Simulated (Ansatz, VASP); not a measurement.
**SiO2 (Quartz): VASP beside Ansatz**

Wanted: the spread between two codes on one cell, functional and k mesh. The cell is taken from a series of runs on this material, whose earlier steps may have relaxed, scaled, displaced or heated it; both programs get it as it stands.

Program: Ansatz 0.2.0. Level of theory: plane waves, with VASP 6.6.1 beside it; relaxation of cell and atoms at LDA and zone-centre phonons at LDA. Results are calculated unless marked as measured.

## (1) Starting point

It takes space group P3_121 (No. 152, trigonal). Conventional cell: a = 4.866 Å, b = 4.866 Å, c = 5.365 Å, α = 90.00°, β = 90.00°, γ = 120.00°. Nearest to Si lie 4 O at 1.61 Å. O has 2 Si at 1.61 Å nearest. Farther neighbours and most contacts between anions are not listed.

## (2) Ansatz: relaxation of cell and atoms, LDA

Ansatz runs on its PAW soft_1 files.

The relaxed volume is the usual yardstick between codes: in a stiff, nearly cubic crystal its relative difference is about their pressure difference at one cell divided by the bulk modulus.

input.yaml

```yaml
crystal:
  lattice:
    - [4.8661215021, 0.0, 0.0]
    - [-2.4330607511, 4.2141848387, 0.0]
    - [0.0, 0.0, 5.3654961419]
  atoms:
    - { symbol: Si, position: [0.5353558325, 0.0, 0.3333333333] }
    - { symbol: Si, position: [0.0, 0.5353558325, 0.6666666667] }
    - { symbol: Si, position: [0.4646441675, 0.4646441675, 0.0] }
    - { symbol: O, position: [0.1347620439, 0.4110864457, 0.8880357373] }
    - { symbol: O, position: [0.5889135543, 0.7236755982, 0.2213690707] }
    - { symbol: O, position: [0.2763244018, 0.8652379561, 0.554702404] }
    - { symbol: O, position: [0.4110864457, 0.1347620439, 0.1119642627] }
    - { symbol: O, position: [0.7236755982, 0.5889135543, 0.7786309293] }
    - { symbol: O, position: [0.8652379561, 0.2763244018, 0.445297596] }
kpoints:
  mp_grid: { grid: [6, 6, 4] }
hamiltonian:
  xc: lda
  pseudopotentials: { kind: paw, azcp: { folder: soft_1 }, xc_functional: pbe }
scf:
  occupations: { method: fixed }
output:
  forces: true
  stress: true
  eigenvalues: true
relax:
  adjacent_minimum: "off"
  f_tol: 0.001
  max_steps: 60
  cell: { stress_tol: 0.01 }
```

Started as:

```console
$ ansatz run input.yaml --threads 4 --pin off --max-ram 15360MiB --backend cpu --events-out ev --progress --plain --runs-dir out
```

Numbers of over 12 decimals in the logs are rounded to 6 here.

Log:

```text
Engine: ansatz 0.2.0, aarch64-unknown-linux-gnu
Pseudopotentials: kind: paw
Pseudopotential: Si, paw, valence charge 4, recommended cutoff 420 eV (normal), soft_1/Si.paw.azcp
Pseudopotential: O, paw, valence charge 6, recommended cutoff 420 eV (normal), soft_1/O.paw.azcp
Functional definition: SPW92
  exchange = slater_x
  correlation = pw_c
Crystal: 9 atoms, lattice volume = 110.029 Å³
Basis set: ecut = 420 eV, 2135 PW (Γ)
Bands: 33, of which v1, the nominal top of the filled ones, is band 24 counted from 1 (23 counted from 0)
Symmetry: 6 space group operations
Space group: P3121 (ITA 152), of the structure as read, at distance tolerance 4.8e-5 Å
k-points: 24 of 144 (time reversal used)
Non-local potential: Si, projectors of the file, l = 0: 2, l = 1: 2, l = 2: 1
Non-local potential: O, projectors of the file, l = 0: 2, l = 1: 2, l = 2: 1
PAW form: soft (Blöchl's): semilocal exchange-correlation on the pseudo side does not see the compensation charge
PAW frozen core: Si, regenerated for the run's functional, and the local potential with it (the file was generated under x = pbe(κ = 0.804, μ = 0.219515), c = pbe(β = 0.066725))
PAW frozen core: O, regenerated for the run's functional, and the local potential with it (the file was generated under x = pbe(κ = 0.804, μ = 0.219515), c = pbe(β = 0.066725))
PAW one-centre angular grid: Si, 110 points (default); XC on 64 Gauss nodes
PAW one-centre angular grid: O, 110 points (default); XC on 64 Gauss nodes
Initial density: superposition of atomic densities (chi_scale 0.1, normalization cell, long waves kept (reshape's long-wave potential 0.01 eV rms))
Initial wavefunctions: pseudopotential atomic-orbital guess
Functional: x = slater, c = lda
SCF iter   1: F=—  HF=-5172.894586 eV  |F-HF|=—  |Δ(HF+E_count)|=         —  Δρ=1.27e-1  dr2=1.57e1  ethr=3.10e-3  ⟨swp⟩=5.0  Hψ=3432  notcnv=0  defer=141
preconditioner: auto → Resta (q_TF=auto, 2.376 Å⁻¹)  ε∞=2.9  [insulator: Δε(μ)=7.266 eV  Ē_g=18.031 eV  n_scr=22 (ndim 8)  ℏωp=24.5 eV  f_vac=0.001  ε∞_Penn≈2.9]
SCF iter   2: F=—  HF=-5168.440355 eV  |F-HF|=—  |Δ(HF+E_count)|=    4.45e0  Δρ=4.34e-2  dr2=8.56e-1  ethr=3.10e-3  ⟨swp⟩=3.0  Hψ=1797  notcnv=0  defer=143
SCF iter   3: F=—  HF=-5168.254878 eV  |F-HF|=—  |Δ(HF+E_count)|=   1.85e-1  Δρ=2.06e-2  dr2=2.63e-1  ethr=1.78e-3  ⟨swp⟩=2.0  Hψ=769  notcnv=0  defer=160
SCF iter   4: F=—  HF=-5168.195192 eV  |F-HF|=—  |Δ(HF+E_count)|=   5.97e-2  Δρ=1.44e-3  dr2=1.56e-3  ethr=5.47e-4  ⟨swp⟩=3.0  Hψ=1318  notcnv=0  defer=164
SCF iter   5: F=—  HF=-5168.196119 eV  |F-HF|=—  |Δ(HF+E_count)|=   9.26e-4  Δρ=2.29e-4  dr2=1.05e-4  ethr=3.24e-6  ⟨swp⟩=2.0  Hψ=1205  notcnv=0  defer=166
SCF iter   6: F=—  HF=-5168.196141 eV  |F-HF|=—  |Δ(HF+E_count)|=   2.24e-5  Δρ=6.83e-5  dr2=7.82e-6  ethr=2.18e-7  ⟨swp⟩=2.6  Hψ=1312  notcnv=0  defer=164
[...]
SCF iter   5: F=-5168.196161 eV  HF=-5168.196161 eV  |F-HF|=1.82e-12  |Δ(HF+E_count)|=  6.37e-12  Δρ=3.31e-8  dr2=8.93e-13  ethr=1.00e-12  ⟨swp⟩=16.3  Hψ=6137  notcnv=0
SCF 3 converged in 5 iterations: F = -5168.196161 eV  dr2 = 8.93e-13
relax step   3: F+E_penalty+E_count = -5168.19616128 eV  Δ(F+E_penalty+E_count) = -1.819e-12 eV  max|allowed force component| = 2.439e-4 eV/Å  Δτ_max = 0.0000 Å  P = -0.006 GPa  Ω = 110.024 Å³  stress off target by 6.78e-3 GPa  SCF on the basis re-selected at this cell (its energy is not comparable with the rows above)  (5 SCF iters)
basis re-selected at this cell: Δ(F+E_penalty+E_count) = -1.819e-12 eV, ΔP = -0.000 GPa vs the last step (what re-selecting the basis moved, of the pressure what is left beyond the Pulay correction that the steps carried, after the strain that the cell walked since its last selection, with what the two solves' SCF thresholds leave and, on support functions, any second-order correction that the steps lacked; it is no  [...]
SCF converged after 5 iterations
Free energy (F): -5168.196161 eV
Harris-Foulkes:  -5168.196161 eV  (|F-HF|=1.82e-12)
Internal energy: -5168.196161 eV  (E = F + TS)
E sigma→0 (E₀):  -5168.196161 eV
Fermi energy:    2.437612 eV
--- Per-component energies (eV) ---
  E_band       = -207.124535
  E_kinetic    = 1161.238046
  E_local      = -2858.407054  (includes V_loc(G=0)·N_el)
  E_nonlocal   = 396.992141
  E_hartree    = 1033.589866
  E_xc         = -593.381812
  E_vxc        = -691.378207  (∫ρ·V_xc dr)
  E_paw        = -2373.624033  (= ΣΔE_a)
  E_vpaw       = -282.754298  (= ΣTr[D̂ρ^β])
  E_aug_tail   = 0.005138  (compensation charges beyond the density's cutoff)
  E_ewald      = -1935.442973
  E_core_change = 0.834521  (= ΣΔE_core)
  E_smearing   = -0.000000  (= −TS)
  E_closure    = 0.000000  (closes the sum)
  Σ components = -5168.196161   (vs F -5168.196161, Δ=0.00e0)
--- Forces (eV/Å), atoms counted from 1 ---
  atom   1  Si    -0.00007504    -0.00000000    -0.00000000
  atom   2  Si     0.00003752    -0.00006499    -0.00000000
  atom   3  Si     0.00003752     0.00006499     0.00000000
  atom   4  O     -0.00014801    -0.00002293     0.00024392
  atom   5  O      0.00009386    -0.00011671     0.00024392
  atom   6  O      0.00005415     0.00013964     0.00024392
  atom   7  O      0.00005415    -0.00013964    -0.00024392
  atom   8  O     -0.00014801     0.00002293    -0.00024392
  atom   9  O      0.00009386     0.00011671    -0.00024392
  max |Σ_I F_I| component: 4.17e-17 eV/Å
--- Stress (GPa, compression-positive) ---
       -0.006783      -0.000000       0.000000
       -0.000000      -0.006783       0.000000
        0.000000       0.000000      -0.004669
  P = ⅓ Tr σ = -0.0061 GPa (-0.061 kbar)
--- Band table (eV; the first three rows and the last of 24) ---
  k-point 0: bands = [... 20 lower, 1.3863, 1.5836, 2.1464, 2.1464, 8.2647, 11.4977, 11.4977, 12.1540, ... 5 higher]
  k-point 1: bands = [... 20 lower, 1.2969, 1.7595, 2.2423, 2.3234, 8.8793, 11.3409, 11.4719, 11.5469, ... 5 higher]
  k-point 2: bands = [... 20 lower, 1.1565, 2.1415, 2.1415, 2.3661, 10.2461, 10.2461, 11.2445, 11.9229, ... 5 higher]
  k-point 23: bands = [... 20 lower, 1.4930, 1.6839, 1.8581, 1.8581, 11.4103, 11.9473, 11.9473, 12.3096, ... 5 higher]
--- Relaxed structure (2 steps of the walk, 2 accepted, 1 SCFs on fresh bases) ---
  F+E_penalty+E_count = -5168.19616128 eV   max|allowed force component| = 2.439e-4 eV/Å   (the final SCF, on the basis selected at the relaxed cell)
  cell:  # Å, volume = 110.0236 Å³
    - [4.866035, 2.886718124886189e-11, 0]
    - [-2.433018, 4.214110, 0]
    - [0, 0, 5.365431]
  atoms:
    - { symbol: Si, position: [0.535360, 0, 0.333333] }
    - { symbol: Si, position: [0, 0.535360, 0.666667] }
    - { symbol: Si, position: [0.464640, 0.464640, 0] }
    - { symbol: O, position: [0.134754, 0.411083, 0.888039] }
    - { symbol: O, position: [0.588917, 0.723671, 0.221372] }
    - { symbol: O, position: [0.276329, 0.865246, 0.554706] }
    - { symbol: O, position: [0.411083, 0.134754, 0.111961] }
    - { symbol: O, position: [0.723671, 0.588917, 0.778628] }
    - { symbol: O, position: [0.865246, 0.276329, 0.445294] }
```

## (3) VASP: relaxation of cell and atoms, LDA

The same cell, functional (in two slightly different forms) and mesh now go to VASP, with its own data sets.

Lines of VASP's logs that name or quote its potential files are left out, and so is its time.

INCAR

```
SYSTEM = SiO2
PREC = Accurate
ENCUT = 600
EDIFF = 1E-07
NELM = 120
ISMEAR = 0
SIGMA = 0.01
LREAL = .FALSE.
ALGO = Normal
GGA = CA
NBANDS = 33
LORBIT = 11
LWAVE = .FALSE.
LCHARG = .FALSE.
ISIF = 3
IBRION = 2
NSW = 80
EDIFFG = -0.005
LASPH = .TRUE.
GGA_COMPAT = .FALSE.
NELMIN = 4
EFERMI = MIDGAP
KPAR = 2
```

POSCAR

```
SiO2
1.0
    4.8661220000      0.0000000000      0.0000000000
   -2.4330610000      4.2141850000      0.0000000000
    0.0000000000      0.0000000000      5.3654960000
Si O
3 6
Direct
    0.5353558748      0.0000000000      0.3333333955
    0.0000000200      0.5353557093      0.6666666045
    0.4646439865      0.4646440534      0.0000000000
    0.1347619740      0.4110863666      0.8880357007
    0.5889135046      0.7236756336      0.2213690962
    0.2763245214      0.8652379998      0.5547024916
    0.4110863162      0.1347620002      0.1119642993
    0.7236756073      0.5889136334      0.7786309038
    0.8652378710      0.2763243664      0.4452976948
```

KPOINTS

```
Automatic mesh
0
Gamma
6 6 4
0 0 0
```

The projector-augmented-wave data sets are Si and O (LDA family, release 64).

Started as:

```console
$ mpirun -np 2 vasp_std
```

Log:

```text
[banner, memory and clock lines left out]
running    2 mpi-ranks, on    1 nodes
 distrk:  each k-point on    1 cores,    2 groups
 distr:  one band on    1 cores,    1 groups

 POSCAR found type information on POSCAR SiO
 POSCAR found :  2 types and       9 ions
 LDA part: xc-table for (Slater(with rela. corr.)+CA(PZ))
 , standard interpolation
 POSCAR, INCAR and KPOINTS ok, starting setup
 FFT: planning ... GRIDC
 FFT: planning ... GRID_SOFT
 FFT: planning ... GRID
 WAVECAR not read
 entering main loop
       N       E                     dE             d eps       ncg     rms          rms(c)
DAV:   1     0.290798510909E+03    0.29080E+03   -0.27536E+04  1584   0.152E+03
DAV:   2    -0.686101936763E+02   -0.35941E+03   -0.34487E+03  2014   0.321E+02
DAV:   3    -0.875436923696E+02   -0.18933E+02   -0.18846E+02  1991   0.781E+01
DAV:   4    -0.877546833766E+02   -0.21099E+00   -0.21078E+00  1965   0.922E+00
DAV:   5    -0.877578387788E+02   -0.31554E-02   -0.31543E-02  1992   0.112E+00    0.259E+01
DAV:   6    -0.781801549102E+02    0.95777E+01   -0.36487E+01  1869   0.323E+01    0.129E+01
DAV:   7    -0.780314473319E+02    0.14871E+00   -0.10203E+00  1992   0.503E+00    0.455E+00
DAV:   8    -0.779464756753E+02    0.84972E-01   -0.54798E-02  1951   0.170E+00    0.167E+00
DAV:   9    -0.779332075060E+02    0.13268E-01   -0.16941E-02  1976   0.944E-01    0.266E-01
DAV:  10    -0.779335563426E+02   -0.34884E-03   -0.19173E-03  1952   0.249E-01    0.938E-02
DAV:  11    -0.779334887461E+02    0.67597E-04   -0.53063E-04  1968   0.137E-01    0.219E-02
DAV:  12    -0.779334880989E+02    0.64721E-06   -0.13114E-05  1976   0.221E-02    0.638E-03
DAV:  13    -0.779334882064E+02   -0.10744E-06   -0.21616E-06  1992   0.824E-03    0.167E-03
DAV:  14    -0.779334882534E+02   -0.47059E-07   -0.58359E-08  1408   0.156E-03
   1 F= -.77933488E+02 E0= -.77933488E+02  d E =-.779335E+02
[... from here on, the cycles between the ionic steps are left out ...]
   2 F= -.77933419E+02 E0= -.77933419E+02  d E =0.689101E-04
   3 F= -.77933594E+02 E0= -.77933594E+02  d E =-.106185E-03
   4 F= -.77933631E+02 E0= -.77933631E+02  d E =-.368925E-04
   5 F= -.77933642E+02 E0= -.77933642E+02  d E =-.473857E-04
   6 F= -.77933658E+02 E0= -.77933658E+02  d E =-.161537E-04
   7 F= -.77933672E+02 E0= -.77933672E+02  d E =-.298293E-04
   8 F= -.77933675E+02 E0= -.77933675E+02  d E =-.381698E-05
   9 F= -.77933687E+02 E0= -.77933687E+02  d E =-.148858E-04
  10 F= -.77933707E+02 E0= -.77933707E+02  d E =-.352636E-04
  11 F= -.77933741E+02 E0= -.77933741E+02  d E =-.689292E-04
  12 F= -.77933780E+02 E0= -.77933780E+02  d E =-.107862E-03
 curvature:  -8.18 expect dE=-0.269E-03 dE for cont linesearch -0.502E-05
 trial: gam= 1.55756 g(F)=  0.210E-04 g(S)=  0.118E-04 ort = 0.420E-05 (trialstep = 0.509E+00)
 search vector abs. value=  0.116E-03
 bond charge predicted
       N       E                     dE             d eps       ncg     rms          rms(c)
DAV:   1    -0.779337809668E+02   -0.14212E-05   -0.73188E-03  1584   0.535E-01    0.200E-02
DAV:   2    -0.779337940196E+02   -0.13053E-04   -0.15061E-04  1963   0.720E-02    0.906E-03
DAV:   3    -0.779337926775E+02    0.13421E-05   -0.14912E-06  1982   0.946E-03    0.513E-03
DAV:   4    -0.779337921927E+02    0.48476E-06   -0.17886E-06  1956   0.988E-03    0.960E-04
DAV:   5    -0.779337922210E+02   -0.28258E-07   -0.40811E-07  1687   0.398E-03
  13 F= -.77933792E+02 E0= -.77933792E+02  d E =-.127052E-04
 trial-energy change:   -0.000013  1 .order   -0.000013   -0.000020   -0.000005
 step:   0.6769(harm=  0.6769)  dis= 0.00044  next Energy=   -77.933793 (dE=-0.133E-04)
 reached required accuracy - stopping structural energy minimisation
```

OUTCAR, selected parts (step 3):

```text
ion  position               nearest neighbor table
   1  0.535  0.000  0.333-   5 1.61   9 1.61   6 1.61   7 1.61   2 3.03   2 3.03   3 3.03   3 3.03

  LATTYP: Found a hexagonal cell.
 ALAT       =     4.8661220000
 C/A-ratio  =     1.1026225812

 Subroutine GETGRP returns: Found  6 space group operations
 (whereof  2 operations were pure point group operations)

The static configuration has the point symmetry C_2 .
 The point group associated with its full space group is D_3 .

 Found     24 irreducible k-points:

   k-points           NKPTS =     24   k-points in BZ     NKDIM =     24   number of bands    NBANDS=     33

   dimension x,y,z NGX =    40 NGY =   40 NGZ =   48
   dimension x,y,z NGXF=    80 NGYF=   80 NGZF=   96

   ENCUT  =  600.0 eV  44.10 Ry    6.64 a.u.   9.72  9.72 10.72*2*pi/ulx,y,z

   NELECT =      48.0000    total number of electrons

 k-points in reciprocal lattice and weights: Automatic mesh
   0.00000000  0.00000000  0.00000000       0.007
   0.16666667  0.00000000  0.00000000       0.042
   0.33333333  0.00000000  0.00000000       0.042
   0.50000000  0.00000000  0.00000000       0.021
   0.16666667  0.16666667  0.00000000       0.042
   0.33333333  0.16666667  0.00000000       0.083
   0.33333333  0.33333333  0.00000000       0.014
   0.00000000  0.00000000  0.25000000       0.014
   0.16666667  0.00000000  0.25000000       0.042
[...]
0.33333333  0.16666667  0.50000000       0.083
   0.33333333  0.33333333  0.50000000       0.014

 average (electrostatic) potential at core
       1 -87.8562       2 -87.8562       3 -87.8562       4 -73.2738       5 -73.2738
       6 -73.2738       7 -73.2738       8 -73.2738       9 -73.2738

 E-fermi :   3.9961

 k-point     1 :       0.0000    0.0000    0.0000
  band No.  band energies     occupation
    ...
     20       0.0363      2.00000
     21       0.0363      2.00000
     22       0.2225      2.00000
     23       0.7937      2.00000
     24       0.7937      2.00000
     25       6.9091      0.00000
     26      10.1124      0.00000
     27      10.1124      0.00000
     28      10.7916      0.00000
     29      10.7916      0.00000
    ...

 k-point     2 :       0.1667    0.0000    0.0000
  band No.  band energies     occupation
    ...
     20      -0.0265      2.00000
     21       0.0545      2.00000
     22       0.1785      2.00000
     23       0.8313      2.00000
     24       0.8707      2.00000
     25       7.3491      0.00000
     26      10.1608      0.00000
     27      10.2057      0.00000
     28      10.7152      0.00000
     29      10.8908      0.00000
    ...

 k-point     3 :       0.3333    0.0000    0.0000
  band No.  band energies     occupation
    ...
     20      -0.0421      2.00000
     21       0.0466      2.00000
     22       0.2684      2.00000
     23       0.8364      2.00000
     24       0.9883      2.00000
     25       8.3766      0.00000
     26      10.2643      0.00000
     27      10.2756      0.00000
     28      10.7577      0.00000
     29      11.2100      0.00000
    ...

  Total        0.0042372      0.0042372     -0.0442526     -0.0000000     -0.0000000      0.0000000
  in kB        0.0617610      0.0617610     -0.6450264     -0.0000000     -0.0000000      0.0000000
  external PRESSURE =      -0.1738348 kB  Pullay stress =       0.0000000 kB

  energy-cutoff  :      600.00
  volume of cell :      109.92
      direct lattice vectors                 reciprocal lattice vectors
     4.862347280 -0.000000000 -0.000000000     0.205661986  0.118739011 -0.000000000
    -2.431173640  4.210915997  0.000000000     0.000000000  0.237478022 -0.000000000
    -0.000000000  0.000000000  5.368460399    -0.000000000 -0.000000000  0.186273145

 POSITION                                       TOTAL-FORCE (eV/Angst)
 -----------------------------------------------------------------------------------
      2.60675     -0.00000      1.78949        -0.001004     -0.000000     -0.000000
     -1.30338      2.25751      3.57897         0.000502     -0.000869      0.000000
      1.12780      1.95340      0.00000         0.000502      0.000869      0.000000
     -0.34919      1.73113      4.77010        -0.003288     -0.002268     -0.000749
      1.10656      3.04295      1.19113         0.003608     -0.001714     -0.000749
     -0.75738      3.64776      2.98061        -0.000320      0.003982     -0.000749
      1.67380      0.56316      0.59836        -0.000320     -0.003982      0.000749
      2.08199      2.47979      4.17733        -0.003288      0.002268      0.000749
      3.53774      1.16797      2.38785         0.003608      0.001714      0.000749
 -----------------------------------------------------------------------------------
    total drift:                                0.000498     -0.000113     -0.001553

  FREE ENERGIE OF THE ION-ELECTRON SYSTEM (eV)
  ---------------------------------------------------
  free  energy   TOTEN  =       -77.9337922210 eV

  energy  without entropy=      -77.9337922210  energy(sigma->0) =      -77.93379222

 reached required accuracy - stopping structural energy minimisation

 total charge
# of ion       s       p       d       tot
------------------------------------------
    1        0.656   1.028   0.000   1.684
    2        0.656   1.028   0.000   1.684
    3        0.656   1.028   0.000   1.684
    4        1.538   3.686   0.000   5.224
    5        1.538   3.686   0.000   5.224
    6        1.538   3.686   0.000   5.224
    7        1.538   3.686   0.000   5.224
    8        1.538   3.686   0.000   5.224
    9        1.538   3.686   0.000   5.224
--------------------------------------------------
tot         11.195  25.202   0.000  36.397

[... 3 further parts left out ...]
```

CONTCAR:

```
SiO2
   1.00000000000000
     4.8623472796071390   -0.0000000000000000   -0.0000000000000000
    -2.4311736398035695    4.2109159968764898    0.0000000000000000
    -0.0000000000000000    0.0000000000000000    5.3684603993783861
  Si              O
     3     6
Direct
     0.5361103438234438    0.0000000000000000    0.3333333954999986
     0.0000000199999878    0.5361101783234185    0.6666666045000014
     0.4638895174765673    0.4638895843765815    0.0000000000000000
     0.1337380088713863    0.4111051846882108    0.8885413661497178
     0.5888946865118146    0.7226328503832231    0.2218747616497164
     0.2773673046167991    0.8662619649285732    0.5552081570497133
     0.4111051342882265    0.1337380350714267    0.1114586338502822
     0.7226328240831810    0.5888948153117893    0.7781252383502836
     0.8662618361285915    0.2773671496167769    0.4447920293502809
```

## (4) Differences

Known differences besides the potentials themselves: the two LDA forms differ slightly; fixed occupations in Ansatz, narrow Gaussian smearing in VASP; the cutoff is 420 eV in Ansatz and 600 eV in VASP; VASP's log shows a relativistic correction to its local exchange, Ansatz's none; Ansatz adds a Pulay correction to the stress that steers its cell, VASP none. Total energies have different zeros and are not compared.

Compared:

```
                                         quantity  Ansatz    VASP  difference
                                      volume (Å³)  110.02  109.92     +0.10 %
edge a after relaxation, in the typed setting (Å)   4.866   4.862     +0.08 %
edge c after relaxation, in the typed setting (Å)   5.365   5.369     -0.06 %
```

[end of part 1 of 2]

[Lines on the potential files, build, host, timing and source positions are cut from VASP's logs without a mark.]

[Logs are printed without paths, hosts, clocks, repeated set-up lines and the standing remarks that a program may print on its own settings, such as how far it seeks lower states.]

[Hosts, paths, dates, database ids (printed as entryN), source tags and the programs' standing remarks are cut or masked in the printed files.]
